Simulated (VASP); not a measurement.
A convergence study with VASP on LiBr: one setting is varied, all else stays as given below, so the limit is that of these other settings.

```yaml
crystal:
  lattice:
    - [3.87742, 0.00000, 0.00000]
    - [-3.87742, 3.87742, 0.00000]
    - [0.00000, 0.00000, 22.22531]
  atoms:
    - { symbol: Br, position: [0.00000, 0.00000, 0.31496] }
    - { symbol: Br, position: [0.00000, 0.50000, 0.43832] }
    - { symbol: Br, position: [0.00000, 0.00000, 0.56168] }
    - { symbol: Br, position: [0.00000, 0.50000, 0.68504] }
    - { symbol: Li, position: [0.00000, 0.00000, 0.43832] }
    - { symbol: Li, position: [0.00000, 0.50000, 0.31496] }
    - { symbol: Li, position: [0.00000, 0.00000, 0.68504] }
    - { symbol: Li, position: [0.00000, 0.50000, 0.56168] }
```

Method: PBEsol GGA, VASP's PBE PAW potentials (set 64) (plane waves; VASP 6.6.1). The tightest run used: 800 eV cut-off, 8×8×1 Γ-centred mesh, Fermi-Dirac smearing of 0.020 eV, potentials Br Li_sv.

Gaps are read on the run's mesh, which can miss a band edge.

| setting | E (eV/atom) | gap on the mesh (eV) | plane waves |
|---|---|---|---|
| ENCUT = 200 | -5.6563 | 5.068 | 2167 |
| ENCUT = 240 | -4.5372 | 5.036 | 2842 |
| ENCUT = 280 | -3.8974 | 4.958 | 3581 |

These are the cheaper rows. Estimate the results at ENCUT = 800, and how far the last row shown lies from them.

```json
[
 {"quantity": "E (eV/atom)", "tightest run": "-3.4197", "last row shown is off by": "-0.4778"},
 {"quantity": "gap on the mesh (eV)", "tightest run": "4.609", "last row shown is off by": "0.348"}
]
```

Left out are rungs that failed or repeat a setting and relaxations that didn't move; long series are thinned to 24 rows.

The cell is a sheet or thin cut with vacuum, built from a generated structure.
